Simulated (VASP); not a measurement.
```
Ti
1.0
    1.47022    -2.54650     0.00000
    1.47022     2.54650     0.00000
    0.00000     0.00000     4.63949
Ti
2
Cartesian
  1.47022   0.84884   1.15987
  1.47022  -0.84884   3.47962
```

The numbers are results of r2SCAN meta-GGA, VASP's PBE PAW potentials (set 64) (plane waves; VASP 6.6.1), not measurements. Numerical set-up: 520 eV cut-off, 16×16×9 Γ-centred mesh, tetrahedra with Blöchl corrections, potentials Ti_sv.

### Question
Give the energies of bands 9 to 15 at the high-symmetry points, in eV from the Fermi level.

### Answer

```json
[
 {"band": "9", "Γ": "-6.64", "M": "-2.54", "K": "-1.77", "A": "-4.69", "L": "-2.70", "H": "-1.37"},
 {"band": "10", "Γ": "-2.88", "M": "-2.30", "K": "-1.59", "A": "-4.69", "L": "-2.70", "H": "-1.37"},
 {"band": "11", "Γ": "0.58", "M": "-1.95", "K": "-1.59", "A": "0.06", "L": "-0.89", "H": "-1.11"},
 {"band": "12", "Γ": "0.84", "M": "-0.88", "K": "-1.46", "A": "0.06", "L": "-0.89", "H": "-1.11"},
 {"band": "13", "Γ": "0.84", "M": "0.58", "K": "0.28", "A": "0.75", "L": "1.22", "H": "-0.36"},
 {"band": "14", "Γ": "0.97", "M": "0.69", "K": "0.28", "A": "0.75", "L": "1.22", "H": "-0.36"},
 {"band": "15", "Γ": "1.38", "M": "1.26", "K": "1.64", "A": "0.75", "L": "1.88", "H": "1.83"}
]
```

It has no gap at this level: it comes out as a metal or semimetal.

The compound is Ti in the hcp structure. It was relaxed first.
